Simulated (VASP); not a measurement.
# Sn: accuracy against cost in the plane-wave cutoff and k-mesh

Aim: find how far the plane-wave cutoff and k-mesh must be pushed for Sn, and what that costs. The series runs use PBEsol. The plane-wave cutoff tried: ENCUT = 140; ENCUT = 180; ENCUT = 220; ENCUT = 240; ENCUT = 280; ENCUT = 310; ENCUT = 390; ENCUT = 480. The k-mesh tried: 2 2 2; 3 3 2; 4 4 3; 5 5 4; 7 7 5; 9 9 7; 12 12 8; 15 15 10. The atoms of the start are displaced at random from the sites of a I4_1/amd cell.

Program: VASP 6.6.1. Level of theory: PBEsol; plane waves and PAW (Sn_d). Results are calculated unless marked as measured.

Report form: the programs' logs are mostly left out.

The database entry behind the starting cell differs from later determinations by our own check (about 0.15 % long, nanocrystals), so it need not match the best structure at ambient conditions.

### 1. Set-up

Symmetry: P-1, No. 2, triclinic system. The conventional cell has a = 3.188 Å, b = 4.426 Å, c = 4.426 Å, α = 82.55°, β = 68.89°, γ = 68.89°. Nearest to Sn lie 6 Sn at 2.98 to 3.19 Å.

### 2. Plane-wave cutoff: ENCUT = 140

The basis grows with ENCUT, and energy and stress both move with it. PBEsol restores the gradient expansion of exchange and is tuned for the cells of solids.

File INCAR:

```
SYSTEM = Sn
PREC = Accurate
ENCUT = 140
EDIFF = 1E-06
NELM = 100
ISMEAR = -1
SIGMA = 0.05
LREAL = .FALSE.
ALGO = Normal
GGA = PS
NBANDS = 20
LORBIT = 11
LWAVE = .FALSE.
LCHARG = .FALSE.
KPAR = 2
ISIF = 2
```

File POSCAR:

```
Sn
1.0
   -2.9196440750      2.9196440750      1.5938000000
    2.9196440750     -2.9196440750      1.5938000000
    2.9196440750      2.9196440750     -1.5938000000
Sn
2
Direct
    0.0003100000     -0.0047210000     -0.0052750000
    0.7505870000      0.2404530000      0.5037110000
```

File KPOINTS:

```
Automatic mesh
0
Gamma
7 7 5
0 0 0
```

Potentials, in the order of the species: Sn_d (PBE family, release 64).

The run is started by

```sh
mpirun -np 2 vasp_std
```

Wall time 5 s (2 MPI ranks of Intel Xeon 6975P-C (Granite Rapids), shared host); peak memory 0.22 GiB; 8.2 s of CPU time.

The k-mesh is coarse for a metal. The PAW data sets were made with PBE, which is usual practice but a small mismatch for other functionals.

This step gave:

```yaml
scf_cycles: 11
electrons: 28
bands: 20
irreducible_k_points: 123
symmetry_operations: 2
free_energy_toten: 6.068 eV
energy_at_zero_smearing: 6.073 eV
fermi_energy: 7.544 eV
pressure: -390.2 GPa
metallic: yes
```

The series starts at 3.0367 eV an atom and -390.21 GPa, after 11 cycles in 5 s.

### 3. Plane-wave cutoff: ENCUT = 180

INCAR, as its differences from that of step 2:

```diff
@@ -2,3 +2,3 @@
 PREC = Accurate
-ENCUT = 140
+ENCUT = 180
 EDIFF = 1E-06
```

POSCAR is that of step 2.

KPOINTS is that of step 2.

The run is started by

```sh
mpirun -np 2 vasp_std
```

It took 6.4 s on 2 MPI ranks; peak memory 0.24 GiB; 10 s of CPU time.

Against the run before the energy moves by -6873.37 meV an atom and the pressure by +334.81 GPa, after 10 cycles in 6.4 s.

### 4. Plane-wave cutoff: ENCUT = 220

INCAR, as its differences from that of step 3:

```diff
@@ -2,3 +2,3 @@
 PREC = Accurate
-ENCUT = 180
+ENCUT = 220
 EDIFF = 1E-06
```

POSCAR is that of step 3.

KPOINTS is that of step 3.

The run is started by

```sh
mpirun -np 2 vasp_std
```

It took 7.4 s on 2 MPI ranks; peak memory 0.27 GiB; 12 s of CPU time.

Against the run before the energy moves by -407.84 meV an atom and the pressure by +49.68 GPa, after 10 cycles in 7.4 s.

### 5. Plane-wave cutoff: ENCUT = 240

INCAR, as its differences from that of step 4:

```diff
@@ -2,3 +2,3 @@
 PREC = Accurate
-ENCUT = 220
+ENCUT = 240
 EDIFF = 1E-06
```

POSCAR is that of step 4.

KPOINTS is that of step 4.

The run is started by

```sh
mpirun -np 2 vasp_std
```

Elapsed: 7.6 s, on 2 MPI ranks; peak memory 0.28 GiB.

Against the run before the energy moves by -16.85 meV an atom and the pressure by +4.24 GPa, after 10 cycles in 7.6 s.

### 6. Plane-wave cutoff: ENCUT = 280

INCAR, as its differences from that of step 5:

```diff
@@ -2,3 +2,3 @@
 PREC = Accurate
-ENCUT = 240
+ENCUT = 280
 EDIFF = 1E-06
```

POSCAR is that of step 5.

KPOINTS is that of step 5.

The run is started by

```sh
mpirun -np 2 vasp_std
```

It took 8 s on 2 MPI ranks; peak memory 0.3 GiB.

Against the run before the energy moves by -0.88 meV an atom and the pressure by +0.66 GPa, after 10 cycles in 8 s.

### 7. Plane-wave cutoff: ENCUT = 310

INCAR, as its differences from that of step 6:

```diff
@@ -2,3 +2,3 @@
 PREC = Accurate
-ENCUT = 280
+ENCUT = 310
 EDIFF = 1E-06
```

POSCAR is that of step 6.

KPOINTS is that of step 6.

The run is started by

```sh
mpirun -np 2 vasp_std
```

Run time: 16 s. Hardware: 2 MPI ranks; peak memory 0.33 GiB.

Against the run before the energy moves by +0.06 meV an atom and the pressure by -0.35 GPa, after 10 cycles in 16 s.

### 8. Plane-wave cutoff: ENCUT = 390

INCAR, as its differences from that of step 7:

```diff
@@ -2,3 +2,3 @@
 PREC = Accurate
-ENCUT = 310
+ENCUT = 390
 EDIFF = 1E-06
```

POSCAR is that of step 7.

KPOINTS is that of step 7.

The run is started by

```sh
mpirun -np 2 vasp_std
```

Wall time 23 s (2 MPI ranks); peak memory 0.38 GiB; 39 s of CPU time.

Against the run before the energy moves by -0.27 meV an atom and the pressure by +0.45 GPa, after 10 cycles in 23 s.

### 9. Plane-wave cutoff: ENCUT = 480

INCAR, as its differences from that of step 8:

```diff
@@ -2,3 +2,3 @@
 PREC = Accurate
-ENCUT = 390
+ENCUT = 480
 EDIFF = 1E-06
```

POSCAR is that of step 8.

KPOINTS is that of step 8.

The run is started by

```sh
mpirun -np 2 vasp_std
```

The job ended after 17 s (2 MPI ranks; peak memory 0.45 GiB).

Against the run before the energy moves by -0.29 meV an atom and the pressure by +0.09 GPa, after 10 cycles in 17 s.

### 10. The plane-wave cutoff series as a table

This step: convergence of PBEsol results with the cutoff; plane waves and PAW (VASP 6.6.1).

No new run; the numbers come from the runs before.

Differences are taken from the run with ENCUT = 480. Results of the series, by row:

| setting | status | energy less the reference (meV/atom) | pressure (GPa) | largest force difference (meV/Å) | SCF cycles | wall time (s) |
| --- | --- | --- | --- | --- | --- | --- |
| ENCUT = 140 | converged | 7299 | -390.2 | 318.2 | 11 | 5 |
| ENCUT = 180 | converged | 426.1 | -55.4 | 40.95 | 10 | 6.4 |
| ENCUT = 220 | converged | 18.23 | -5.722 | 0.594 | 10 | 7.4 |
| ENCUT = 240 | converged | 1.376 | -1.478 | 0.38 | 10 | 7.6 |
| ENCUT = 280 | converged | 0.4939 | -0.8218 | 0.494 | 10 | 8 |
| ENCUT = 310 | converged | 0.5569 | -1.173 | 0.524 | 10 | 16.2 |
| ENCUT = 390 | converged | 0.2908 | -0.7278 | 0.278 | 10 | 23 |
| ENCUT = 480 | converged | 0 | -0.6399 | 0 | 10 | 17.2 |

### 11. K-mesh: 2 2 2

This step: PBEsol; plane waves and PAW (Sn_d) (VASP 6.6.1).

The sum over the zone converges with the mesh, fast for insulators and slowly for metals.

INCAR, as its differences from that of step 9:

```diff
@@ -2,3 +2,3 @@
 PREC = Accurate
-ENCUT = 480
+ENCUT = 400
 EDIFF = 1E-06
@@ -14,3 +14,3 @@
 LCHARG = .FALSE.
-KPAR = 2
+NCORE = 2
 ISIF = 2
```

POSCAR is that of step 9.

File KPOINTS:

```
Automatic mesh
0
Gamma
2 2 2
0 0 0
```

The run is started by

```sh
mpirun -np 2 vasp_std
```

The job ended after 2.6 s (2 MPI ranks; peak memory 0.25 GiB; 3.6 s of CPU time).

This step gave:

* SCF cycles: 11
* irreducible k-points: 8
* free energy (TOTEN): -9.086 eV
* Fermi energy: 7.493 eV
* pressure: 1.513 GPa

The series starts at -4.5431 eV an atom and 1.51 GPa, after 11 cycles in 2.6 s.

### 12. K-mesh: 3 3 2

INCAR, as its differences from that of step 11:

```diff
@@ -14,3 +14,3 @@
 LCHARG = .FALSE.
-NCORE = 2
+KPAR = 2
 ISIF = 2
```

POSCAR is that of step 11.

File KPOINTS:

```
Automatic mesh
0
Gamma
3 3 2
0 0 0
```

The run is started by

```sh
mpirun -np 2 vasp_std
```

It took 4 s on 2 MPI ranks; peak memory 0.29 GiB; 6 s of CPU time.

Against the run before the energy moves by +415.74 meV an atom and the pressure by -2.73 GPa, after 10 cycles in 4 s.

### 13. K-mesh: 4 4 3

INCAR is that of step 12.

POSCAR is that of step 12.

File KPOINTS:

```
Automatic mesh
0
Gamma
4 4 3
0 0 0
```

The run is started by

```sh
mpirun -np 2 vasp_std
```

Run time: 5.8 s. Hardware: 2 MPI ranks; peak memory 0.3 GiB; 9.4 s of CPU time.

Against the run before the energy moves by -66.17 meV an atom and the pressure by +0.84 GPa, after 10 cycles in 5.8 s.

### 14. K-mesh: 5 5 4

INCAR is that of step 13.

POSCAR is that of step 13.

File KPOINTS:

```
Automatic mesh
0
Gamma
5 5 4
0 0 0
```

The run is started by

```sh
mpirun -np 2 vasp_std
```

The job ended after 9.4 s (2 MPI ranks; peak memory 0.32 GiB).

Against the run before the energy moves by -61.03 meV an atom and the pressure by +0.30 GPa, after 10 cycles in 9.4 s.

### 15. K-mesh: 7 7 5

INCAR is that of step 14.

POSCAR is that of step 14.

File KPOINTS:

```
Automatic mesh
0
Gamma
7 7 5
0 0 0
```

The run is started by

```sh
mpirun -np 2 vasp_std
```

Wall time 22 s (2 MPI ranks); peak memory 0.39 GiB; 37 s of CPU time.

Against the run before the energy moves by -8.03 meV an atom and the pressure by -0.60 GPa, after 10 cycles in 22 s.

### 16. K-mesh: 9 9 7

INCAR is that of step 15.

POSCAR is that of step 15.

File KPOINTS:

```
Automatic mesh
0
Gamma
9 9 7
0 0 0
```

The run is started by

```sh
mpirun -np 2 vasp_std
```

Run time: 45 s. Hardware: 2 MPI ranks; peak memory 0.56 GiB.

Against the run before the energy moves by +13.49 meV an atom and the pressure by +0.09 GPa, after 10 cycles in 45 s.

### 17. K-mesh: 12 12 8

INCAR is that of step 16.

POSCAR is that of step 16.

File KPOINTS:

```
Automatic mesh
0
Gamma
12 12 8
0 0 0
```

The run is started by

```sh
mpirun -np 2 vasp_std
```

Elapsed: 88 s, on 2 MPI ranks; peak memory 0.84 GiB.

Against the run before the energy moves by -9.31 meV an atom and the pressure by -0.07 GPa, after 10 cycles in 88 s.

### 18. K-mesh: 15 15 10

INCAR is that of step 17.

POSCAR is that of step 17.

File KPOINTS:

```
Automatic mesh
0
Gamma
15 15 10
0 0 0
```

The run is started by

```sh
mpirun -np 2 vasp_std
```

Elapsed: 2.9 min, on 2 MPI ranks; peak memory 1.4 GiB.

Against the run before the energy moves by +2.64 meV an atom and the pressure by +0.08 GPa, after 10 cycles in 2.9 min.

### 19. The k-mesh series as a table

This step: convergence of PBEsol results with the mesh; plane waves and PAW (VASP 6.6.1).

This step runs nothing: it gathers the runs above.

Differences are taken from the run with 15 15 10. Results of the series, by row:

```
 setting     status  energy less the reference (meV/atom)  pressure (GPa)  largest force difference (meV/Å)  SCF cycles  wall time (s)
   2 2 2  converged                                -287.3           1.513                             121.8          11            2.6
   3 3 2  converged                                 128.4          -1.219                               289          10              4
   4 4 3  converged                                 62.24         -0.3799                             103.8          10            5.8
   5 5 4  converged                                  1.21        -0.07604                             46.74          10            9.4
   7 7 5  converged                                -6.824         -0.6727                             38.52          10             22
   9 9 7  converged                                 6.667         -0.5799                             17.01          10             45
 12 12 8  converged                                -2.642         -0.6468                             2.895          10             88
15 15 10  converged                                     0         -0.5646                                 0          10            173
```

### 20. What came out

- plane-wave cutoff from which the energy stays within 10 meV/atom of the reference: ENCUT = 240
- plane-wave cutoff from which the energy stays within 1 meV/atom of the reference: ENCUT = 280
- plane-wave cutoff from which the pressure stays within 0.2 GPa of the reference: ENCUT = 390
- spread of the pressure over the plane-wave cutoff: 390 GPa
- spread of the energy over the plane-wave cutoff: 7299 meV/atom
- k-mesh from which the energy stays within 10 meV/atom of the reference: 5 5 4
- k-mesh from which the energy stays within 1 meV/atom of the reference: none before the reference itself
- k-mesh from which the pressure stays within 0.2 GPa of the reference: 7 7 5
- spread of the pressure over the k-mesh: 2.73 GPa
- spread of the energy over the k-mesh: 416 meV/atom

From ENCUT = 280 on, the energy stays within 1 meV an atom of the reference, at 47 % of its time. The pressure holds within 0.2 GPa from ENCUT = 390 on. These cutoffs are 0.6 to 2 times the default of the data sets, about 240 eV; at the default the run is off by +1.4 meV an atom, -0.84 GPa, 0.4 meV/Å in forces, and at 1.3 times by +0.6 meV an atom, -0.53 GPa, 0.5 meV/Å in forces. Energy differences between like cells converge faster than these totals. No run before the reference (15 15 10) settles within 1 meV an atom of it; the nearest step is off by -2.6 meV an atom, -0.08 GPa, 2.9 meV/Å in forces. The pressure holds within 0.2 GPa from 7 7 5 on. The energy swings above and below the reference, since the sum over k-points is not variational. A metal's Fermi surface slows this convergence. Differences are taken from the run with ENCUT = 480, which is itself not the exact limit. The runs at ENCUT = 140; ENCUT = 180; ENCUT = 220 are over 30 meV an atom or 2 GPa off and describe the material poorly. The runs at 2 2 2; 3 3 2; 4 4 3 are over 30 meV an atom or 2 GPa off and describe the material poorly.

[Lines on the potential files, build, host, timing and source positions are cut from VASP's logs without a mark.]

[Logs are printed without paths, hosts, clocks, repeated set-up lines and the standing remarks that a program may print on its own settings, such as how far it seeks lower states.]

[Hosts, paths, dates, database ids (printed as entryN), source tags and the programs' standing remarks are cut or masked in the printed files.]

[A measured line is paired with the nearest computed mode of its activity, which favours agreement.]
